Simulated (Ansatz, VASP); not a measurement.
## AlN in two plane-wave programs

Aim: how closely do two programs agree when they are given the same cell, functional and k mesh? The structure shown is the end of the Ansatz relaxation below.

Calculated with Ansatz 0.2.0; plane waves, with VASP 6.6.1 beside it; single point at LDA.

## 1. The starting structure

The structure is hexagonal, space group P6_3mc (No. 186). Conventional cell: a = 3.074 Å, b = 3.074 Å, c = 4.915 Å, α = 90.00°, β = 90.00°, γ = 120.00°. Al has 4 N at 1.87 to 1.88 Å nearest. N has 4 Al at 1.87 to 1.88 Å nearest. Farther neighbours and most contacts between anions are not listed.

As a file:

```cif
data_structure
_symmetry_space_group_name_H-M 'P6_3mc'
_symmetry_Int_Tables_number 186
_cell_length_a 3.0744
_cell_length_b 3.0744
_cell_length_c 4.9148
_cell_angle_alpha 90.000
_cell_angle_beta 90.000
_cell_angle_gamma 120.000
_cell_volume 40.23
loop_
_atom_site_label
_atom_site_type_symbol
_atom_site_symmetry_multiplicity
_atom_site_Wyckoff_symbol
_atom_site_fract_x
_atom_site_fract_y
_atom_site_fract_z
_atom_site_occupancy
Al1 Al 2 b 0.33333 0.66667 0.99885 1
N1 N 2 b 0.33333 0.66667 0.38115 1
```

## 2. Ansatz: relaxation, LDA

Ansatz runs on its default PAW (the set named soft_2) files.

This run makes the geometry at which the two programs are then compared.

The input, input.yaml:

```yaml
crystal:
  lattice:
    - [3.0732438819, 0.0, 0.0]
    - [-1.536621941, 2.6615072737, 0.0]
    - [0.0, 0.0, 4.9183833595]
  atoms:
    - { symbol: Al, position: [0.3333333333, 0.6666666667, -0.0009932465] }
    - { symbol: Al, position: [0.6666666667, 0.3333333333, 0.4990067535] }
    - { symbol: "N", position: [0.3333333333, 0.6666666667, 0.3809932465] }
    - { symbol: "N", position: [0.6666666667, 0.3333333333, 0.8809932465] }
kpoints:
  mp_grid: { grid: [9, 9, 4] }
hamiltonian:
  xc: lda
scf:
  occupations: { method: fixed }
output:
  forces: true
  stress: true
  eigenvalues: true
relax:
  adjacent_minimum: "off"
  f_tol: 0.001
  max_steps: 60
  cell: { stress_tol: 0.01, fix: [volume] }
```

On the command line:

```
> ansatz run input.yaml --threads 4 --pin off --max-ram 7168MiB --backend cpu --events-out ev --progress --plain --runs-dir out
```

Numbers of over 12 decimals in the logs are rounded to 6 here.

Log:

```text
Engine: ansatz 0.2.0, x86_64-unknown-linux-gnu
Pseudopotentials: kind: paw
Pseudopotential: Al, paw, valence charge 3, recommended cutoff 420 eV (normal), Al.paw.azcp
Pseudopotential: N, paw, valence charge 5, recommended cutoff 420 eV (normal), N.paw.azcp
Functional definition: SPW92
  exchange = slater_x
  correlation = pw_c
Crystal: 4 atoms, lattice volume = 40.230 Å³
Basis set: ecut = 420 eV, 785 PW (Γ)
Bands: 12, of which v1, the nominal top of the filled ones, is band 8 counted from 1 (7 counted from 0)
Symmetry: 12 space group operations
Space group: P63mc (ITA 186), of the structure as read, at distance tolerance 3.4e-5 Å
k-points: 36 of 324 (time reversal used)
Non-local potential: Al, projectors of the file, l = 0: 2, l = 1: 2, l = 2: 1
Non-local potential: N, projectors of the file, l = 0: 2, l = 1: 2, l = 2: 1
PAW form: soft (Blöchl's): semilocal exchange-correlation on the pseudo side does not see the compensation charge
PAW frozen core: Al, regenerated for the run's functional, and the local potential with it (the file was generated under x = pbe(κ = 0.804, μ = 0.219515), c = pbe(β = 0.066725))
PAW frozen core: N, regenerated for the run's functional, and the local potential with it (the file was generated under x = pbe(κ = 0.804, μ = 0.219515), c = pbe(β = 0.066725))
PAW one-centre angular grid: Al, 110 points (default); XC on 64 Gauss nodes
PAW one-centre angular grid: N, 110 points (default); XC on 64 Gauss nodes
Initial density: superposition of atomic densities (neutral atoms: chi_scale 0, normalization atom), corrected by the library's trained network
Initial wavefunctions: pseudopotential atomic-orbital guess
Functional: x = slater, c = lda
SCF iter   1: F=—  HF=-1779.720936 eV  |F-HF|=—  |Δ(HF+E_count)|=         —  Δρ=9.52e-3  dr2=4.11e-2  ethr=1.77e-3  ⟨swp⟩=4.9  Hψ=2412  notcnv=0  defer=67
preconditioner: auto → none  [insulator: Δε(μ)=4.475 eV  Ē_g=13.192 eV  n_scr=2 (ndim 8)  ℏωp=23.4 eV  f_vac=0.000  ε∞_Penn≈4.2]
SCF iter   2: F=—  HF=-1779.709920 eV  |F-HF|=—  |Δ(HF+E_count)|=   1.10e-2  Δρ=4.97e-3  dr2=5.42e-3  ethr=2.57e-4  ⟨swp⟩=2.6  Hψ=1028  notcnv=0  defer=72
SCF iter   3: F=—  HF=-1779.708124 eV  |F-HF|=—  |Δ(HF+E_count)|=   1.80e-3  Δρ=1.51e-3  dr2=3.89e-4  ethr=3.39e-5  ⟨swp⟩=2.1  Hψ=726  notcnv=0  defer=72
SCF iter   4: F=—  HF=-1779.707934 eV  |F-HF|=—  |Δ(HF+E_count)|=   1.89e-4  Δρ=1.29e-4  dr2=2.57e-6  ethr=2.43e-6  ⟨swp⟩=2.6  Hψ=728  notcnv=0  defer=72
SCF iter   5: F=—  HF=-1779.707933 eV  |F-HF|=—  |Δ(HF+E_count)|=   1.90e-6  Δρ=6.64e-6  dr2=6.44e-9  ethr=1.61e-8  ⟨swp⟩=2.2  Hψ=720  notcnv=0  defer=3
SCF iter   6: F=-1779.707933 eV  HF=-1779.707933 eV  |F-HF|=3.37e-11  |Δ(HF+E_count)|=   1.12e-9  Δρ=7.56e-7  dr2=1.11e-10  ethr=4.03e-11  ⟨swp⟩=3.2  Hψ=2200  notcnv=0
SCF 1 converged in 6 iterations: F = -1779.707933 eV  dr2 = 1.11e-10
  greatest PAW one-centre occupation: 0.783 electrons in one spin orbital (limit 2), on the N atom at site 2 (counted from 0), in its partial waves of l = 0
relax step   1: F+E_penalty+E_count = -1779.70793260 eV  Δ(F+E_penalty+E_count) = +0.000e0 eV  max|allowed force component| = 6.515e-3 eV/Å  Δτ_max = 0.0000 Å  P = +3.275 GPa  Ω = 40.230 Å³  fix = [volume]  reactions: volume +3.275 GPa  (6 SCF iters, dr2 threshold 1.00e-7 eV, accepted)
[...]
relax step   2: F+E_penalty+E_count = -1779.70795618 eV  Δ(F+E_penalty+E_count) = -2.358e-5 eV  max|allowed force component| = 5.386e-3 eV/Å  Δτ_max = 0.0004 Å  P = +3.266 GPa  Ω = 40.230 Å³  energy of the carried Pulay correction = +6.161e-16 eV  fix = [volume]  reactions: volume +3.266 GPa  (3 SCF iters, dr2 threshold 5.35e-8 eV, accepted)
[...]
relax step   3: F+E_penalty+E_count = -1779.70796070 eV  Δ(F+E_penalty+E_count) = -4.523e-6 eV  max|allowed force component| = 3.043e-3 eV/Å  Δτ_max = 0.0003 Å  P = +3.260 GPa  Ω = 40.230 Å³  energy of the carried Pulay correction = +3.753e-15 eV  fix = [volume]  reactions: volume +3.260 GPa  (3 SCF iters, dr2 threshold 1.81e-9 eV, accepted)
[...]
relax step   4: F+E_penalty+E_count = -1779.70796139 eV  Δ(F+E_penalty+E_count) = -6.840e-7 eV  max|allowed force component| = 4.319e-5 eV/Å  Δτ_max = 0.0001 Å  P = +3.259 GPa  Ω = 40.230 Å³  energy of the carried Pulay correction = +3.641e-15 eV  fix = [volume]  reactions: volume +3.259 GPa  (3 SCF iters, dr2 threshold 1.74e-9 eV, accepted)
[...]
relax step   5: F+E_penalty+E_count = -1779.70803382 eV  Δ(F+E_penalty+E_count) = -7.243e-5 eV  max|allowed force component| = 2.137e-5 eV/Å  Δτ_max = 0.0000 Å  P = +3.260 GPa  Ω = 40.230 Å³  fix = [volume]  reactions: volume +3.260 GPa  stress off target by 1.04e-2 GPa on what of the cell is left free  SCF on the basis re-selected at this cell (its energy is not comparable with the rows above)  (4 SCF iters)
[...]
relax step   6: F+E_penalty+E_count = -1779.70803382 eV  Δ(F+E_penalty+E_count) = +3.311e-9 eV  max|allowed force component| = 1.604e-6 eV/Å  Δτ_max = 0.0000 Å  P = +3.260 GPa  Ω = 40.230 Å³  energy of the carried Pulay correction = -7.716e-8 eV  fix = [volume]  reactions: volume +3.260 GPa  (3 SCF iters, dr2 threshold 2.69e-10 eV, accepted)
[...]
relax step   7: F+E_penalty+E_count = -1779.70803382 eV  Δ(F+E_penalty+E_count) = -6.821e-13 eV  max|allowed force component| = 1.343e-6 eV/Å  Δτ_max = 0.0000 Å  P = +3.260 GPa  Ω = 40.230 Å³  fix = [volume]  reactions: volume +3.260 GPa  stress off target by 3.26e-4 GPa on what of the cell is left free  SCF on the basis re-selected at this cell (its energy is not comparable with the rows above)  (3 SCF iters)
basis re-selected at this cell: Δ(F+E_penalty+E_count) = -6.821e-13 eV, ΔP = -0.000 GPa vs the last step (what re-selecting the basis moved, of the pressure what is left beyond the Pulay correction that the steps carried, after the strain that the cell walked since its last selection, with what the two solves' SCF thresholds leave and, on support functions, any second-order correction that the steps lacked; it is no  [...]
SCF converged after 3 iterations
Free energy (F): -1779.708034 eV
Harris-Foulkes:  -1779.708034 eV  (|F-HF|=2.27e-13)
Internal energy: -1779.708034 eV  (E = F + TS)
E sigma→0 (E₀):  -1779.708034 eV
Fermi energy:    7.275324 eV
--- Per-component energies (eV) ---
  E_band       = 31.610376
  E_kinetic    = 320.914643
  E_local      = -442.516904  (includes V_loc(G=0)·N_el)
  E_nonlocal   = 115.598498
  E_hartree    = 151.847743
  E_xc         = -202.089390
  E_vxc        = -216.294967  (∫ρ·V_xc dr)
  E_paw        = -1124.454583  (= ΣΔE_a)
  E_vpaw       = -49.786567  (= ΣTr[D̂ρ^β])
  E_aug_tail   = 0.000181  (compensation charges beyond the density's cutoff)
  E_ewald      = -599.279742
  E_core_change = 0.271521  (= ΣΔE_core)
  E_smearing   = -0.000000  (= −TS)
  E_closure    = 0.000000  (closes the sum)
  Σ components = -1779.708034   (vs F -1779.708034, Δ=0.00e0)
--- Forces (eV/Å), atoms counted from 1 ---
  atom   1  Al    -0.00000000     0.00000000    -0.00000013
  atom   2  Al     0.00000000    -0.00000000    -0.00000013
  atom   3  N      0.00000000    -0.00000000     0.00000255
  atom   4  N      0.00000000     0.00000000     0.00000255
  max |Σ_I F_I| component: 4.84e-6 eV/Å
--- Stress (GPa, compression-positive) ---
        3.259766       0.000000      -0.000000
        0.000000       3.259766       0.000000
       -0.000000       0.000000       3.259278
  P = ⅓ Tr σ = 3.2596 GPa (32.596 kbar)
--- Band table (eV; the first three rows and the last of 36) ---
  k-point 0: bands = [... 4 lower, 6.3660, 7.0311, 7.0311, 7.2753, 11.8202, 14.1265, 18.0559, 18.4754]
  k-point 1: bands = [... 4 lower, 6.4586, 6.4586, 6.9285, 6.9285, 12.7441, 14.2662, 17.7076, 18.4423]
  k-point 2: bands = [... 4 lower, 6.6879, 6.6879, 6.6879, 6.6879, 14.0043, 14.0043, 17.7317, 17.7317]
  k-point 35: bands = [... 4 lower, 3.2265, 3.2265, 6.4630, 6.4630, 14.6837, 14.6837, 15.1940, 15.1940]
--- Relaxed structure (5 steps of the walk, 5 accepted, 2 SCFs on fresh bases) ---
  F+E_penalty+E_count = -1779.70803382 eV   max|allowed force component| = 1.343e-6 eV/Å   (the final SCF, on the basis selected at the relaxed cell)
  cell:  # Å, volume = 40.2297 Å³
    - [3.074368, 2.8878028742894763e-11, 0]
    - [-1.537184, 2.662481, 0]
    - [0, 0, 4.914788]
  atoms:
    - { symbol: Al, position: [0.333333, 0.666667, -0.0011514] }
    - { symbol: Al, position: [0.666667, 0.333333, 0.498849] }
    - { symbol: N, position: [0.333333, 0.666667, 0.381151] }
    - { symbol: N, position: [0.666667, 0.333333, 0.881151] }
```

Reading the cycles: dr2 is the Hartree energy of the density residual (eV), the measure of convergence; HF is the Harris–Foulkes estimate of the energy, which meets the free energy F at convergence.

## 3. VASP: single point, LDA

The same cell, functional (in two slightly different forms) and mesh now go to VASP, with its own data sets.

Lines of VASP's logs that name or quote its potential files are left out, and so is its time.

The input, INCAR:

```
SYSTEM = AlN
PREC = Accurate
ENCUT = 600
EDIFF = 1E-06
NELM = 120
ISMEAR = 0
SIGMA = 0.01
LREAL = .FALSE.
ALGO = Normal
GGA = PW92
NBANDS = 14
LORBIT = 11
LWAVE = .FALSE.
LCHARG = .FALSE.
ISIF = 2
LASPH = .TRUE.
GGA_COMPAT = .FALSE.
EFERMI = MIDGAP
KPAR = 2
```

The input, POSCAR:

```
AlN
1.0
    3.0743677852      0.0000000000      0.0000000000
   -1.5371838926      2.6624806026      0.0000000000
    0.0000000000      0.0000000000      4.9147879685
Al N
2 2
Direct
    0.3333333334      0.6666666668      0.9988485981
    0.6666666668      0.3333333334      0.4988485981
    0.3333333334      0.6666666668      0.3811514019
    0.6666666668      0.3333333334      0.8811514019
```

The input, KPOINTS:

```
Automatic mesh
0
Gamma
9 9 4
0 0 0
```

Potentials, in the order of the species: Al and N (LDA family, release 64).

On the command line:

```
> mpirun -np 2 vasp_std
```

Log:

```text
[banner, memory and clock lines left out]
running    2 mpi-ranks, on    1 nodes
 distrk:  each k-point on    1 cores,    2 groups
 distr:  one band on    1 cores,    1 groups

 POSCAR found type information on POSCAR AlN
 POSCAR found :  2 types and       4 ions
|                                                                             |
|               ----> ADVICE to this user running VASP <----                  |
|                                                                             |
|     You enforced a specific xc type in the INCAR file but a different       |
|     [... a line on the potential file left out ...]
|     I HOPE YOU KNOW WHAT YOU ARE DOING!                                     |
|                                                                             |

 LDA part: xc-table for (Slater(with rela. corr.)+PW92), standard interpolation
 POSCAR, INCAR and KPOINTS ok, starting setup
 FFT: planning ... GRIDC
 FFT: planning ... GRID_SOFT
 FFT: planning ... GRID
 WAVECAR not read
 entering main loop
       N       E                     dE             d eps       ncg     rms          rms(c)
DAV:   1     0.505085459037E+02    0.50509E+02   -0.81525E+03  1008   0.115E+03
DAV:   2    -0.342098071488E+02   -0.84718E+02   -0.78158E+02  1452   0.207E+02
DAV:   3    -0.380726800491E+02   -0.38629E+01   -0.38459E+01  1344   0.464E+01
DAV:   4    -0.380953848984E+02   -0.22705E-01   -0.22701E-01  1152   0.436E+00
DAV:   5    -0.380956080384E+02   -0.22314E-03   -0.22313E-03  1314   0.420E-01    0.125E+01
DAV:   6    -0.329612066555E+02    0.51344E+01   -0.14213E+01  1152   0.278E+01    0.447E+00
DAV:   7    -0.329143290911E+02    0.46878E-01   -0.73318E-01  1206   0.560E+00    0.283E+00
DAV:   8    -0.328592320522E+02    0.55097E-01   -0.82188E-02  1164   0.257E+00    0.393E-01
DAV:   9    -0.328544124542E+02    0.48196E-02   -0.11395E-02  1332   0.762E-01    0.213E-01
DAV:  10    -0.328545778586E+02   -0.16540E-03   -0.78946E-04  1182   0.199E-01    0.103E-01
DAV:  11    -0.328545273593E+02    0.50499E-04   -0.10535E-04  1302   0.826E-02    0.194E-02
DAV:  12    -0.328545269292E+02    0.43012E-06   -0.19281E-06  1068   0.115E-02
   1 F= -.32854527E+02 E0= -.32854527E+02  d E =0.000000E+00
```

Parts of OUTCAR (step 3):

```text
ion  position               nearest neighbor table
   1  0.333  0.667  0.999-   4 1.87   4 1.87   4 1.87   3 1.88   2 3.03   2 3.03   2 3.03   2 3.03
                             2 3.03   2 3.03
   2  0.667  0.333  0.499-   3 1.87   3 1.87   3 1.87   4 1.88   1 3.03   1 3.03   1 3.03   1 3.03
                             1 3.03   1 3.03
   3  0.333  0.667  0.381-   2 1.87   2 1.87   2 1.87   1 1.88
   4  0.667  0.333  0.881-   1 1.87   1 1.87   1 1.87   2 1.88

  LATTYP: Found a hexagonal cell.
 ALAT       =     3.0743677852
 C/A-ratio  =     1.5986337068

 Subroutine GETGRP returns: Found 12 space group operations
 (whereof  6 operations were pure point group operations)

The static configuration has the point symmetry C_3v.
 The point group associated with its full space group is C_6v.

 Found     36 irreducible k-points:

   k-points           NKPTS =     36   k-points in BZ     NKDIM =     36   number of bands    NBANDS=     14

   dimension x,y,z NGX =    28 NGY =   28 NGZ =   40
   dimension x,y,z NGXF=    56 NGYF=   56 NGZF=   80

   ENCUT  =  600.0 eV  44.10 Ry    6.64 a.u.   6.14  6.14  9.82*2*pi/ulx,y,z

   NELECT =      16.0000    total number of electrons

 k-points in reciprocal lattice and weights: Automatic mesh
   0.00000000  0.00000000  0.00000000       0.003
   0.11111111  0.00000000  0.00000000       0.019
   0.22222222 -0.00000000  0.00000000       0.019
   0.33333333 -0.00000000  0.00000000       0.019
   0.44444444 -0.00000000  0.00000000       0.019
   0.11111111  0.11111111  0.00000000       0.019
   0.22222222  0.11111111  0.00000000       0.037
   0.33333333  0.11111111  0.00000000       0.037
   0.44444444  0.11111111  0.00000000       0.019
[...]
0.33333333  0.22222222  0.50000000       0.037
   0.33333333  0.33333333  0.50000000       0.006

 average (electrostatic) potential at core
       1 -69.4539       2 -69.4539       3 -59.4892       4 -59.4892

 E-fermi :   8.5509

 k-point     1 :       0.0000    0.0000    0.0000
  band No.  band energies     occupation
    ...
      4       5.3608      2.00000
      5       5.3608      2.00000
      6       6.0285      2.00000
      7       6.0285      2.00000
      8       6.2732      2.00000
      9      10.8285      0.00000
     10      13.1218      0.00000
     11      17.0556      0.00000
     12      17.4644      0.00000
     13      17.4644      0.00000
    ...

 k-point     2 :       0.1111    0.0000    0.0000
  band No.  band energies     occupation
    ...
      4       4.6381      2.00000
      5       5.1540      2.00000
      6       5.3622      2.00000
      7       6.0037      2.00000
      8       6.1998      2.00000
      9      11.4852      0.00000
     10      13.7227      0.00000
     11      16.3275      0.00000
     12      16.5434      0.00000
     13      17.9292      0.00000
    ...

 k-point     3 :       0.2222   -0.0000    0.0000
  band No.  band energies     occupation
    ...
      4       3.0941      2.00000
      5       4.0887      2.00000
      6       4.7325      2.00000
      7       5.8744      2.00000
      8       5.9270      2.00000
      9      12.5170      0.00000
     10      14.1497      0.00000
     11      14.6801      0.00000
     12      16.2583      0.00000
     13      18.1310      0.00000
    ...

  Total        0.9079312      0.9079312      0.9031284      0.0000000      0.0000000      0.0000000
  in kB       36.1590060     36.1590060     35.9677279      0.0000000      0.0000000      0.0000000
  external PRESSURE =      36.0952466 kB  Pullay stress =       0.0000000 kB

  energy-cutoff  :      600.00
  volume of cell :       40.23
      direct lattice vectors                 reciprocal lattice vectors
     3.074367785  0.000000000  0.000000000     0.325270127  0.187794795  0.000000000
    -1.537183893  2.662480603  0.000000000     0.000000000  0.375589591  0.000000000
     0.000000000  0.000000000  4.914787968     0.000000000  0.000000000  0.203467577

 POSITION                                       TOTAL-FORCE (eV/Angst)
 -----------------------------------------------------------------------------------
      0.00000      1.77499      4.90913        -0.000000      0.000000     -0.000171
      1.53718      0.88749      2.45174         0.000000      0.000000     -0.000171
      0.00000      1.77499      1.87328        -0.000000      0.000000      0.000171
      1.53718      0.88749      4.33067         0.000000      0.000000      0.000171
 -----------------------------------------------------------------------------------
    total drift:                               -0.000000     -0.000000      0.000228

  FREE ENERGIE OF THE ION-ELECTRON SYSTEM (eV)
  ---------------------------------------------------
  free  energy   TOTEN  =       -32.8545269292 eV

  energy  without entropy=      -32.8545269292  energy(sigma->0) =      -32.85452693

 total charge
# of ion       s       p       d       tot
------------------------------------------
    1        0.381   0.471   0.000   0.852
    2        0.381   0.471   0.000   0.852
    3        1.210   2.639   0.000   3.849
    4        1.210   2.639   0.000   3.849
--------------------------------------------------
tot          3.181   6.220   0.000   9.401

[... 3 further parts left out ...]
```

The run ends at a pressure of 3.61 GPa, with forces up to 1.7e-4 eV/Å.

## 4. Side by side

Known differences besides the potentials themselves: fixed occupations in Ansatz, narrow Gaussian smearing in VASP; the cutoff is 420 eV in Ansatz and 600 eV in VASP; VASP's log shows a relativistic correction to its local exchange, Ansatz's none; Ansatz's pressure holds a Pulay correction, VASP's none. Total energies have different zeros and are not compared.

Both answers:

```
              quantity  Ansatz   VASP  difference
        pressure (GPa)    3.26   3.61       -0.35
gap on the k mesh (eV)   4.545  4.555      -0.010
```

A gap on the mesh is an upper bound, since the band edges may lie between its points.

## 5. Outcome

```
difference in gap on the k mesh (single point, LDA) : -0.010 eV
```

In words: The difference in gap on the k mesh is -0.010 eV (single point, LDA), within the 0.08 eV picked in this series as the mark of a large difference. Such differences can come from data sets, numerical settings and the points named under the comparisons, not from the functional's error against experiment.

[Lines on the potential files, build, host, timing and source positions are cut from VASP's logs without a mark.]

[Logs are printed without paths, hosts, clocks, repeated set-up lines and the standing remarks that a program may print on its own settings, such as how far it seeks lower states.]

[Hosts, paths, dates, database ids (printed as entryN), source tags and the programs' standing remarks are cut or masked in the printed files.]
